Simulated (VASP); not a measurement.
These are AM05 GGA, VASP's PBE PAW potentials (set 64) (plane waves; VASP) values and carry that method's errors.

VASP input:

### POSCAR
```
KMgF3
1
    4.0080604902     0.0000000000     0.0000000000
    0.0000000000     4.0080604902     0.0000000000
    0.0000000000     0.0000000000     4.0080604902
K Mg F
1 1 3
Direct
  0.0000000000   0.0000000000   0.0000000000
  0.5000000000   0.5000000000   0.5000000000
  0.5000000000   0.0000000000   0.5000000000
  0.0000000000   0.5000000000   0.5000000000
  0.5000000000   0.5000000000   0.0000000000
```

KPOINTS:
```
k-points along high-symmetry lines
15
Line-mode
Reciprocal
  0.000000   0.000000   0.000000 ! GAMMA
  0.000000   0.500000   0.000000 ! X

  0.000000   0.500000   0.000000 ! X
  0.500000   0.500000   0.000000 ! M

  0.500000   0.500000   0.000000 ! M
  0.000000   0.000000   0.000000 ! GAMMA

  0.000000   0.000000   0.000000 ! GAMMA
  0.500000   0.500000   0.500000 ! R

  0.500000   0.500000   0.500000 ! R
  0.000000   0.500000   0.000000 ! X

  0.500000   0.500000   0.500000 ! R
  0.500000   0.500000   0.000000 ! M
```

**INCAR**
```
SYSTEM = KMgF3
PREC = Accurate; ENCUT = 520; LREAL = .FALSE.
LASPH = .TRUE.; ICHARG = 11
EDIFF = 1E-7; NELM = 100; ALGO = Normal
ISMEAR = 0; SIGMA = 0.05
GGA = AM
LWAVE = .FALSE.; LCHARG = .FALSE.; LORBIT = 11
```

POTCAR, in this order: K_sv Mg F (PBE.64 set). Program: vasp_std. Read from the step before: CHGCAR.

Output

File OSZICAR:
```
       N       E                     dE             d eps       ncg     rms          rms(c)
DAV:   1     0.236910200738E+03    0.23691E+03   -0.17582E+04  3600   0.156E+03
DAV:   2    -0.128372069227E+02   -0.24975E+03   -0.23990E+03  4932   0.378E+02
DAV:   3    -0.237712748330E+02   -0.10934E+02   -0.10897E+02  4300   0.773E+01
DAV:   4    -0.241398174081E+02   -0.36854E+00   -0.36804E+00  6336   0.117E+01
DAV:   5    -0.241411831537E+02   -0.13657E-02   -0.13657E-02  4180   0.732E-01
DAV:   6    -0.241412114788E+02   -0.28325E-04   -0.28324E-04  5212   0.695E-02
DAV:   7    -0.241412117316E+02   -0.25280E-06   -0.25282E-06  4476   0.864E-03
DAV:   8    -0.241412117376E+02   -0.60668E-08   -0.60895E-08  3160   0.109E-03
   1 F= -.24141212E+02 E0= -.24141212E+02  d E =-.117749E-10
```

### OUTCAR
```
 val. band max:       -1.7000980005   @ k =   0.5000   0.5000   0.5000

 cond. band min:       5.4852690034   @ k =   0.0000   0.0000   0.0000



 k-point     1 :       0.0000    0.0000    0.0000
  band No.  band energies     occupation
      1     -27.2071      2.00000
      2     -21.5887      2.00000
      3     -20.9404      2.00000
      4     -20.9404      2.00000
      5     -10.8061      2.00000
      6     -10.8061      2.00000
      7     -10.8061      2.00000
      8      -4.1042      2.00000
      9      -4.1042      2.00000
     10      -4.1042      2.00000
     11      -2.3121      2.00000
     12      -2.3121      2.00000
     13      -2.3121      2.00000
     14      -2.0240      2.00000
     15      -2.0240      2.00000
     16      -2.0240      2.00000
     17       5.4853      0.00000
     18       8.3481      0.00000
     19       8.3481      0.00000
     20      10.4422      0.00000

 k-point     2 :       0.0000    0.0357    0.0000
  band No.  band energies     occupation
      1     -27.2068      2.00000
      2     -21.5873      2.00000
      3     -20.9422      2.00000
      4     -20.9403      2.00000
      5     -10.8059      2.00000
      6     -10.8054      2.00000
      7     -10.8054      2.00000
      8      -4.1033      2.00000
      9      -4.1026      2.00000
     10      -4.1026      2.00000
     11      -2.3152      2.00000
     12      -2.3148      2.00000
     13      -2.3148      2.00000
     14      -2.0368      2.00000
     15      -2.0267      2.00000
     16      -2.0267      2.00000
     17       5.5083      0.00000
     18       8.3599      0.00000
     19       8.3621      0.00000
     20      10.4490      0.00000

 k-point     3 :       0.0000    0.0714    0.0000
  band No.  band energies     occupation
      1     -27.2058      2.00000
      2     -21.5835      2.00000
      3     -20.9475      2.00000
      4     -20.9400      2.00000
      5     -10.8054      2.00000
      6     -10.8035      2.00000
...
```

The density is held fixed in this step, so its total energy and stress have no physical meaning.

The compound is KMgF3 in the cubic perovskite structure. It was relaxed first.
